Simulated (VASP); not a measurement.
Input:

```
CELL_PARAMETERS angstrom
      5.78151     0.00000     0.00000
      0.00000     5.78151     0.00000
      0.00000     0.00000     5.78151
ATOMIC_POSITIONS crystal
  Cs 0.00000 0.00000 0.00000
  Pb 0.50000 0.50000 0.50000
  Cl 0.50000 0.00000 0.50000
  Cl 0.00000 0.50000 0.50000
  Cl 0.50000 0.50000 0.00000
```

Level of theory: MS2 meta-GGA, VASP's PBE PAW potentials (set 64) (plane waves; VASP). Settings: 520 eV cut-off, 4×4×4 Γ-centred mesh, Gaussian smearing of 0.050 eV, potentials Cs_sv Pb_d Cl.

Unless said otherwise, spin-orbit coupling is left out, though it shifts the bands of the heavy elements here.

Problem. What does the run give for the energy per atom (σ→0), pressure, band gap (on the k-mesh) with the smallest direct gap where there is one?

Solution. 
- band gap (on the k-mesh): 2.45 eV
- smallest direct gap (on the k-mesh): 2.45 eV
- energy per atom (σ→0): -1.445 eV/atom
- pressure: -1.26 GPa

Only differences to runs with the same potentials and settings are physical.

The compound is CsPbCl3 in the cubic perovskite structure, the ideal cubic form; the compound distorts at low or room temperature. This cell is one point of a volume scan, at 1.06 of the reference volume.
